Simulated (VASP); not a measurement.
Consider the following.

```xyz
2
Lattice="2.7600 0.0000 0.0000 -1.3800 2.3902 0.0000 0.0000 0.0000 4.4600" Properties=species:S:1:pos:R:3 pbc="T T T"
Re     1.3800     0.7967     3.3450
Re     0.0000     1.5935     1.1150
```

Method: PBEsol GGA, VASP's PBE PAW potentials (set 64) (plane waves; VASP 6.6.1). Run with 480 eV cut-off, 14×14×8 Γ-centred mesh, first-order Methfessel-Paxton smearing of 0.10 eV, potentials Re.

Problem. The ions, cell shape and volume are relaxed. Give the cell that the relaxation ends in.

Solution. 
```xyz
2
Lattice="2.7493 0.0000 0.0000 -1.3746 2.3809 0.0000 0.0000 0.0000 4.4481" Properties=species:S:1:pos:R:3 pbc="T T T"
Re     1.3746     0.7936     3.3360
Re     0.0000     1.5873     1.1120
```
Space group P6_3/mmc (194), at a tolerance of 0.03 Å.

Problem. How do energy and volume change from the first to the last step?

Solution. The energy (σ→0) changes by -2.0 meV/atom and the volume by -1.0 %, in 10 ionic steps.

```csv
step,E(σ→0) (eV),max force (eV/Å),pressure (GPa),volume (Å³)
1,-26.7360,0.000,-4.11,29.42
2,-26.6643,0.000,19.85,27.84
3,-26.7400,0.000,-0.08,29.12
4,-26.7400,0.000,-0.06,29.12
5,-26.7400,0.000,0.23,29.10
6,-26.7400,0.000,0.14,29.11
7,-26.7400,0.000,-0.54,29.16
8,-26.7400,0.000,-0.11,29.12
9,-26.7401,0.000,0.10,29.11
10,-26.7401,0.000,0.01,29.12
```

The compound is Re in the hcp structure. This run relaxes it. Symmetry was kept, so distortions that lower it aren't found.
